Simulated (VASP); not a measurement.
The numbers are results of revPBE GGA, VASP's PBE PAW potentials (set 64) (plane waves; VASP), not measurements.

VASP ran on this input.

KPOINTS:
```
k-points along high-symmetry lines
10
Line-mode
Reciprocal
  0.000000   0.000000   0.000000 ! GAMMA
 -0.000000   0.500000   0.000000 ! M

 -0.000000   0.500000   0.000000 ! M
 -0.333333   0.666667   0.000000 ! K

 -0.333333   0.666667   0.000000 ! K
  0.000000   0.000000   0.000000 ! GAMMA

  0.000000   0.000000   0.000000 ! GAMMA
  0.000000   0.000000   0.500000 ! A

  0.000000   0.000000   0.500000 ! A
 -0.000000   0.500000   0.500000 ! L

 -0.000000   0.500000   0.500000 ! L
 -0.333333   0.666667   0.500000 ! H

 -0.333333   0.666667   0.500000 ! H
  0.000000   0.000000   0.500000 ! A

 -0.000000   0.500000   0.500000 ! L
 -0.000000   0.500000   0.000000 ! M

 -0.333333   0.666667   0.500000 ! H
 -0.333333   0.666667   0.000000 ! K
```

**INCAR**
```
ALGO=Normal
EDIFF=1E-7
ENCUT=520
GGA=RE
ICHARG=11
ISMEAR=0
LASPH=.TRUE.
LCHARG=.FALSE.
LMAXMIX=4
LORBIT=11
LREAL=.FALSE.
LWAVE=.FALSE.
NELM=100
PREC=Accurate
SIGMA=0.05
SYSTEM=Tc
```

POSCAR:
```
Tc
1
    1.3784414147    -2.3875309664    -0.0000000000
    1.3784414147     2.3875309664    -0.0000000000
   -0.0000000000     0.0000000000     4.4169451236
Tc
2
Direct
  0.3333330000   0.6666670000   0.2500000000
  0.6666670000   0.3333330000   0.7500000000
```

POTCAR, in this order: Tc_pv (PBE.64 set). Program: vasp_std. Read from the step before: CHGCAR.

The resulting files:

OSZICAR:
```
       N       E                     dE             d eps       ncg     rms          rms(c)
DAV:   1     0.312919425801E+03    0.31292E+03   -0.17081E+04  3076   0.161E+03
DAV:   2    -0.118406758774E+02   -0.32476E+03   -0.32118E+03  3504   0.457E+02
DAV:   3    -0.197412443735E+02   -0.79006E+01   -0.77043E+01  3665   0.802E+01
DAV:   4    -0.198143016564E+02   -0.73057E-01   -0.72829E-01  3328   0.774E+00
DAV:   5    -0.198152159322E+02   -0.91428E-03   -0.91371E-03  3546   0.728E-01
DAV:   6    -0.198152265840E+02   -0.10652E-04   -0.10651E-04  3537   0.834E-02
DAV:   7    -0.198152267997E+02   -0.21570E-06   -0.21450E-06  3458   0.104E-02
DAV:   8    -0.198152268047E+02   -0.50090E-08   -0.61230E-08  2268   0.152E-03
   1 F= -.19815227E+02 E0= -.19811893E+02  d E =-.666728E-02
```

OUTCAR:
```
 val. band max:       12.3592663508   @ k =  -0.2963   0.6481   0.0000

 cond. band min:      12.3605112263   @ k =  -0.1481   0.2963   0.0000



 k-point     1 :       0.0000    0.0000    0.0000
  band No.  band energies     occupation
      1     -26.9910      2.00000
      2     -25.9408      2.00000
      3     -25.9408      2.00000
      4     -25.7627      2.00000
      5     -25.7627      2.00000
      6     -25.7257      2.00000
      7       5.2013      2.00000
      8       7.1187      2.00000
      9      10.9236      2.00000
     10      10.9236      2.00000
     11      10.9973      2.00000
     12      11.6240      2.00000
     13      11.6240      2.00000
     14      12.3003      1.90461
     15      12.3004      1.90445
     16      14.0784      0.00000
     17      14.9008      0.00000

 k-point     2 :       0.0000    0.0556    0.0000
  band No.  band energies     occupation
      1     -26.9789      2.00000
      2     -25.9678      2.00000
      3     -25.9497      2.00000
      4     -25.7908      2.00000
      5     -25.7665      2.00000
      6     -25.7308      2.00000
      7       5.3160      2.00000
      8       7.2124      2.00000
      9      10.6394      2.00000
     10      11.0208      2.00000
     11      11.2476      2.00000
     12      11.5626      2.00000
     13      11.7145      2.00000
     14      12.1666      2.00000
     15      12.2223      1.99989
     16      13.3283      0.00000
     17      14.9503      0.00000

 k-point     3 :       0.0000    0.1111    0.0000
  band No.  band energies     occupation
      1     -26.9438      2.00000
      2     -26.0456      2.00000
      3     -25.9748      2.00000
      4     -25.8709      2.00000
      5     -25.7776      2.00000
      6     -25.7460      2.00000
      7       5.6475      2.00000
      8       7.4696      2.00000
      9      10.2775      2.00000
     10      11.3083      2.00000
     11      11.3565      2.00000
     12      11.5964      2.00000
...
```

The density is held fixed in this step, so its total energy and stress have no physical meaning.

The compound is Tc in the hcp structure. It was relaxed first.
